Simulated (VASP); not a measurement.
Crystal: Be2ZnO3.

```xyz
6
Lattice="3.3934 0.0000 0.0000 -1.6967 2.9388 0.0000 0.0000 0.0000 5.5202" Properties=species:S:1:pos:R:3 pbc="T T T"
Be    0.0000    0.0000    0.8825
Be    0.0000    0.0000    4.6377
Zn    0.0000    0.0000    2.7601
O     1.7410    0.0000    2.7601
O    -0.8705    1.5078    2.7601
O     0.8262    1.4310    2.7601
```

The cell was built by a generator and needn't be a form met in nature.

```yaml
Program: VASP 6.6.1
Task: relaxation of cell and atoms
Functional: PBE
Potentials_or_basis: VASP PAW PBE potentials, release 64 (Be, Zn, O)
Cutoff: 520 eV
k_mesh: 5 × 5 × 3
Occupations: gaussian, width 0.15 eV
Spin: no spin polarisation
```

At the start: pressure 146.4 GPa; volume 9.18 Å³/atom.

Where does the relaxation end?

Over 22 steps the energy falls by 2148.8 meV/atom and the volume is 15.91 Å³/atom (+73.4 %); space group P-62m (No. 189, to 0.05 Å).

Step by step:
| step | energy change (eV) | largest force (eV/Å) | pressure (GPa) | volume (Å³) |
| --- | --- | --- | --- | --- |
| 1 | 0.0000 | 2.4299 | 146.45 | 55.05 |
| 2 | -2.3748 | 3.8858 | -35.25 | 149.47 |
| 3 | 673.3723 | 4.4208 | 17.93 | 93.37 |
| 4 | 34.1566 | 1.4379 | 16.18 | 111.72 |
| 5 | 3.0043 | 3.4716 | -31.19 | 131.00 |
| 6 | -9.1206 | 3.5211 | -18.07 | 117.22 |
| 7 | -9.9583 | 3.6102 | -18.66 | 113.91 |
| 8 | 31.8060 | 2.4554 | 32.17 | 82.28 |
| 9 | -11.9664 | 0.8760 | -5.44 | 97.26 |
| 10 | -12.3400 | 0.7382 | -0.59 | 93.80 |
| 11 | -12.4033 | 0.7811 | 0.53 | 93.01 |
| 12 | -12.4033 | 0.7898 | 1.20 | 92.62 |
| 13 | -12.5013 | 0.9752 | 0.77 | 93.18 |
| 14 | -12.6830 | 0.5950 | 0.28 | 94.61 |
| 15 | -12.7413 | 0.4091 | -0.03 | 94.97 |
| 16 | -12.7992 | 0.2182 | -0.21 | 95.51 |
| 17 | -12.7775 | 0.9169 | 0.66 | 96.59 |
| 18 | -12.8137 | 0.3203 | 0.42 | 95.91 |
| 19 | -12.8637 | 0.2742 | -1.30 | 96.22 |
| 20 | -12.8816 | 0.2283 | -1.92 | 96.46 |
| 21 | -12.8827 | 0.2133 | -1.70 | 96.52 |
| 22 | -12.8929 | 0.0769 | -0.27 | 95.48 |

Final structure:
```yaml
crystal:
  lattice:
    - [4.23011, 0.00000, 0.00000]
    - [-2.11506, 3.66338, 0.00000]
    - [0.00000, 0.00000, 6.16156]
  atoms:
    - { symbol: Be, position: [0.00000, 0.00000, 0.16142] }
    - { symbol: Be, position: [0.00000, 0.00000, 0.83858] }
    - { symbol: Zn, position: [0.00000, 0.00000, 0.50000] }
    - { symbol: O, position: [0.56369, 0.00000, 0.50000] }
    - { symbol: O, position: [0.00000, 0.56369, 0.50000] }
    - { symbol: O, position: [0.43631, 0.43631, 0.50000] }
```

Caveat: the k mesh is coarse (spacing up to 0.43 Å⁻¹), so the values aren't converged; the volume moved by over 15 % at a fixed basis, so the end points are rough.
